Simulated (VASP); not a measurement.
Consider the following.

```yaml
crystal:
  lattice:
    - [0.00000, 2.97275, 2.97275]
    - [2.97275, 0.00000, 2.97275]
    - [2.97275, 2.97275, 0.00000]
  atoms:
    - { symbol: Y, position: [0.00000, 0.00000, 0.00000] }
    - { symbol: Al, position: [0.50000, 0.50000, 0.50000] }
```

All values below come from PBEsol GGA, VASP's PBE PAW potentials (set 64) (plane waves; VASP 6.6.1). Numerical set-up: 400 eV cut-off, Gaussian smearing of 0.050 eV, potentials Y_sv Al.

Task: Give the energies of bands 5 to 10 at the high-symmetry points, in eV from the Fermi level.

Result: 
```tsv
band	Γ	X	U	L	W
5	-6.76	-4.61	-4.23	-3.98	-4.14
6	1.30	-1.30	-1.42	-3.05	-1.09
7	1.30	-0.45	-1.21	-0.24	-1.09
8	1.30	1.60	0.51	-0.24	-0.58
9	1.97	1.60	1.75	3.68	3.34
10	1.97	2.95	3.80	3.68	3.40
```

It has no gap at this level: it comes out as a metal or semimetal.

The structure was generated: YAl was put into the rock salt type (Fm-3m), which need not be its known phase. It was relaxed first, which changed the volume by -31 %.
